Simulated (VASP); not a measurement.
Given:

```
Li2S
1.0
    0.00000     2.83517     2.83517
    2.83517     0.00000     2.83517
    2.83517     2.83517     0.00000
Li S
2 1
Direct
  0.75000   0.75000   0.75000
  0.25000   0.25000   0.25000
  0.00000   0.00000   0.00000
```

Calculation: PBE GGA, VASP's PBE PAW potentials (set 64) (plane waves; VASP). Settings: 400 eV cut-off, 7×7×7 Γ-centred mesh, Fermi-Dirac smearing of 0.020 eV, potentials Li_sv S.

Problem. Give the energies of bands 4 to 9 at the high-symmetry points, in eV from the valence-band maximum.

Solution. 
| band | Γ | X | U | L | W |
|---|---|---|---|---|---|
| 4 | 0.00 | -2.15 | -2.10 | -2.89 | -1.83 |
| 5 | 0.00 | -1.45 | -1.96 | -0.52 | -1.83 |
| 6 | 0.00 | -1.45 | -1.18 | -0.52 | -1.80 |
| 7 | 4.41 | 3.36 | 4.60 | 6.32 | 5.48 |
| 8 | 6.22 | 7.41 | 8.27 | 6.57 | 7.32 |
| 9 | 6.22 | 11.19 | 9.54 | 6.57 | 9.07 |

The gap is indirect, 3.36 eV, from the valence maximum at Γ to the conduction minimum at X.

The structure comes from a computed database's Li2S entry; how it stands against other phases isn't given here. The cell was not relaxed at this level.
